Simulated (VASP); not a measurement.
HfO₂ (fluorite): the mBJ gap over mesh and path against the volume, with the cell scaled uniformly; PBEsol's own equilibrium is at 10.548 Å³/atom. VASP (PAW), 520 eV cut-off, 9×9×9 Γ-centred mesh, Gaussian smearing of 0.050 eV, potentials Hf_pv O. mBJ is a potential without an energy functional, so only the levels count.  Fit the value as a straight line in ln V.

| V (Å³/atom) | mBJ gap over mesh and path (eV) |
|---|---|
| 9.599 | 6.088 |
| 9.915 | 6.007 |
| 10.232 | 5.921 |
| 10.548 | 5.834 |
| 10.864 | 5.743 |
| 11.181 | 5.651 |

Task: Fit the rows as the text says and predict the value at 9.282.

Result: The slope against ln V is -2.87 eV, the volume deformation potential of this gap. The line misses the rows by up to 0.009 and gives 6.193 at 9.282. The run gave 6.165, -0.028 from the line.

Left out are failed runs and those whose mesh is unfit for this quantity.

The compound is HfO2 in the fluorite structure, the high-temperature cubic form, which is unstable at 0 K; the monoclinic form is the stable one.
